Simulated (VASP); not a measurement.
**VASP inputs for BiB (wurtzite)**

INCAR

```
IBRION = -1
ISMEAR = -1
NELM = 120
LASPH = .TRUE.
LCHARG = .FALSE.
LWAVE = .FALSE.
PREC = Accurate
NBANDS = 26
ENCUT = 520
ISIF = 2
GGA = CA
EDIFF = 1E-7
SIGMA = 0.02
NSW = 0
LREAL = .FALSE.
```

KPOINTS

```
KPOINTS created by Atomic Simulation Environment
0
Gamma
12 12 4
0 0 0
```

KPOINTS_OPT

```
special points
6
Reciprocal
0.0000000000 0.0000000000 0.0000000000 1
0.5000000000 0.0000000000 0.0000000000 1
0.3333333333 0.3333333333 0.0000000000 1
0.0000000000 0.0000000000 0.5000000000 1
0.5000000000 0.0000000000 0.5000000000 1
0.3333333333 0.3333333333 0.5000000000 1
```

POSCAR

```
B  Bi
 1.0000000000000000
     3.8655765024502955   -0.0000000000286916   -0.0000000000000000
    -1.9327882512003001    3.3476874514085013    0.0000000000000000
     0.0000000000000000    0.0000000000000000    6.3754468497190064
 B   Bi
   2   2
Cartesian
  0.0000000000165649  2.2317916342627702  0.0015515958741236
  1.9327882512334298  1.1158958171170392  3.1892750207336262
  0.0000000000165649  2.2317916342627702  2.3892409727705033
  1.9327882512334298  1.1158958171170392  5.5769643976300065
```

VASP ran with the recommended LDA PAW datasets (36 valence electrons in the cell).

Task: What does this run give?

Result: gap between bands v and c 0.11 eV; least direct gap 0.11 eV; pressure -3.5 GPa; largest force 0.01 eV/Å.

Band v is the last that the valence electrons fill when counted band by band, and c is the next. Levels in eV from the top of v:

```csv
point,v−1,v,c,c+1
Γ,0.00,0.00,0.11,0.43
M,-3.17,-1.72,0.56,1.65
K,-3.91,-3.67,1.40,3.30
A,-1.03,-1.03,0.77,0.77
L,-2.78,-2.78,0.59,0.59
H,-2.36,-2.36,1.39,1.39
```
